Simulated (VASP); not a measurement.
Input of a VASP 6.6.1 run:

Contents of INCAR:

```
  PREC = Accurate
  ENCUT = 520
  EDIFF = 1E-7
  ISMEAR = -1
  SIGMA = 0.05
  LREAL = F
  LASPH = T
  NELM = 100
  ALGO = Normal
  ISIF = 2
  LWAVE = F
  LCHARG = F
  GGA = PE
  NBANDS = 23
```

File KPOINTS:

```
regular mesh
0
Gamma
  8 8 8
```

Contents of POSCAR:

```
ZrB4C
1.0
    0.0000000000      2.9816600000      2.9816600000
    2.9816600000      0.0000000000      2.9816600000
    2.9816600000      2.9816600000      0.0000000000
Zr B C
1 4 1
Direct
    0.2500000000      0.2500000000      0.2500000000
    0.6404400000      0.0786700000      0.6404400000
    0.0786700000      0.6404400000      0.6404400000
    0.6404400000      0.6404400000      0.0786700000
    0.6404400000      0.6404400000      0.6404400000
    0.0000000000      0.0000000000      0.0000000000
```

Potentials or basis: VASP PAW PBE potentials, release 64 (Zr_sv, B, C).

Run with:

```console
$ cat potpaw_PBE.64/Zr_sv/POTCAR potpaw_PBE.64/B/POTCAR potpaw_PBE.64/C/POTCAR > POTCAR
$ mpirun -np 1 vasp_std > vasp.out
```

(1) Estimate the largest force.

(2) Estimate the pressure.

(3) Estimate the band gap on the k mesh.

Answers

(1) 0.052 eV/Å.

(2) 0.1 GPa.

(3) none (metal or under the smearing width).
